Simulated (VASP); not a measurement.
Ba:

```
Ba
1.0
    -2.51250    2.51250    2.51250
     2.51250   -2.51250    2.51250
     2.51250    2.51250   -2.51250
Ba
1
Direct
  0.00000 0.00000 0.00000
```

- Program: VASP 6.6.1
- Task: relaxation of cell and atoms
- Functional: PBEsol
- Potentials or basis: VASP PAW PBE potentials, release 64 (Ba_sv)
- Cutoff: 300 eV
- k mesh: 12 × 12 × 12
- Occupations: gaussian, width 0.1 eV
- Spin: no spin polarisation

At the start: pressure -0.7 GPa; volume 63.44 Å³/atom.

Problem. How do energy, volume and symmetry change on relaxing?

Solution. Over 4 steps the energy falls by 10.9 meV/atom and the volume is 58.42 Å³/atom (-7.9 %); space group Im-3m (No. 229, to 0.05 Å).

The path:
```csv
step,energy change (eV),largest force (eV/Å),pressure (GPa),volume (Å³)
1,0.0000,0.0000,-0.67,63.44
2,-0.0079,0.0000,-0.37,61.04
3,-0.0108,0.0000,-0.07,58.92
4,-0.0109,0.0000,0.01,58.42
```

Final structure:
```xyz
1
Lattice="-2.4444 2.4444 2.4444 2.4444 -2.4444 2.4444 2.4444 2.4444 -2.4444" Properties=species:S:1:pos:R:3 pbc="T T T"
Ba    0.0000    0.0000    0.0000
```

Caveat: the PAW data sets were made with another functional, which shifts forces and pressure a little.
